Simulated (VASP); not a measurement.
A convergence study with VASP on Ta (bcc): one setting is varied, all else stays as given below, so the limit is that of these other settings.

```xyz
1
Lattice="-1.6500 1.6500 1.6500 1.6500 -1.6500 1.6500 1.6500 1.6500 -1.6500" Properties=species:S:1:pos:R:3 pbc="T T T"
Ta     0.0000     0.0000     0.0000
```

Level of theory: LDA (Ceperley-Alder, Perdew-Zunger), VASP's LDA PAW potentials (set 64) (plane waves; VASP 6.6.1). The tightest run used: 550 eV cut-off, 21×21×21 Monkhorst-Pack mesh, first-order Methfessel-Paxton smearing of 0.10 eV, potentials Ta_pv.

| setting | E (eV/atom) | pressure (GPa) | irreducible k-points |
|---|---|---|---|
| 1×1×1 mesh | -12.4015 | 106.18 | 1 |
| 2×2×2 mesh | -10.3831 | 25.12 | 2 |
| 3×3×3 mesh | -12.9585 | -8.10 | 4 |
| 4×4×4 mesh | -12.9468 | -12.76 | 6 |
| 5×5×5 mesh | -12.7224 | -5.55 | 10 |
| 6×6×6 mesh | -12.8406 | -9.15 | 14 |
| 7×7×7 mesh | -12.8318 | -6.49 | 20 |
| 8×8×8 mesh | -12.7771 | -6.55 | 26 |
| 9×9×9 mesh | -12.7925 | -8.92 | 35 |
| 10×10×10 mesh | -12.8156 | -8.94 | 44 |

Question: These are the cheaper rows. Estimate the results at 21×21×21 mesh, and how far the last row shown lies from them.

Answer: 
| quantity | tightest run | last row shown is off by |
|---|---|---|
| E (eV/atom) | -12.8111 | -0.0045 |
| pressure (GPa) | -8.03 | -0.91 |

Left out are rungs that failed or repeat a setting and relaxations that didn't move; long series are thinned to 24 rows.

The compound is Ta in the bcc structure. The cell was not relaxed at this level.
